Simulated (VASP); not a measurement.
VASP ran on this input.

File POSCAR:
```
HgTe
1
    4.5707290841     0.0000000000     0.0000000000
    0.0000000000     4.5707290841     0.0000000000
    0.0000000000     0.0000000000     6.4405280807
Hg Te
2 2
Direct
  0.0000000000   0.0000000000   1.0000000000
  0.5000000000   0.5000000000   0.5000000000
  0.5000000000   0.0000000000   0.2500000000
  0.0000000000   0.5000000000   0.7500000000
```

**INCAR**
```
# general
SYSTEM   =  HgTe
PREC     =  Accurate
ENCUT    =  400   # plane-wave cut-off (eV)
LREAL    =  .False.   # projection in real space or not
LASPH    =  .True.

# electronic loop
EDIFF    =  1E-6
NELM     =  100
ALGO     =  Normal   # blocked Davidson
LMAXMIX  =  6

# smearing
ISMEAR   =  1
SIGMA    =  0.1

# ions
IBRION   =  2
NSW      =  60
ISIF     =  3   # ions, shape and volume
EDIFFG   =  -0.02   # ionic stop

# output
LWAVE    =  .False.
LCHARG   =  .False.
```

**KPOINTS**
```
Automatic mesh
0
Gamma
6 6 5
0 0 0
```

POTCAR, in this order: Hg Te (LDA.64 set). Program: vasp_std.

Q: Write an equivalent input for Quantum ESPRESSO's pw.x.

A: One equivalent input (not run):
```
&CONTROL
  calculation = 'vc-relax'
  pseudo_dir = './pseudo'
  outdir = './out'
  tprnfor = .true.
  tstress = .true.
  nstep = 60
  forc_conv_thr = 0.00078
/
&SYSTEM
  ibrav = 0
  nat = 4
  ntyp = 2
  ecutwfc = 82.3
  occupations = 'smearing'
  smearing = 'methfessel-paxton'
  degauss = 0.00735
  input_dft = 'pz'
/
&ELECTRONS
  conv_thr = 7.3e-08
  electron_maxstep = 100
/
&IONS
/
&CELL
/
ATOMIC_SPECIES
  Hg 200.592 Hg.upf
  Te 127.600 Te.upf
CELL_PARAMETERS angstrom
     4.5707291    0.0000000    0.0000000
     0.0000000    4.5707291    0.0000000
     0.0000000    0.0000000    6.4405281
ATOMIC_POSITIONS crystal
  Hg   0.0000000  0.0000000  1.0000000
  Hg   0.5000000  0.5000000  0.5000000
  Te   0.5000000  0.0000000  0.2500000
  Te   0.0000000  0.5000000  0.7500000
K_POINTS automatic
  6 6 5 0 0 0
```
What does not carry over: the potentials are each code's own (VASP's PAW set, PseudoDojo norm-conserving files in pw.x), so ENCUT and ecutwfc are chosen apart and not converted; conv_thr bounds pw.x's estimated SCF error, while EDIFF bounds the energy change between steps; forc_conv_thr acts on force components and is met together with etot_conv_thr.

The compound is HgTe in the zinc blende structure. This run relaxes it. Symmetry was kept, so distortions that lower it aren't found. The start is the result of an earlier pass.
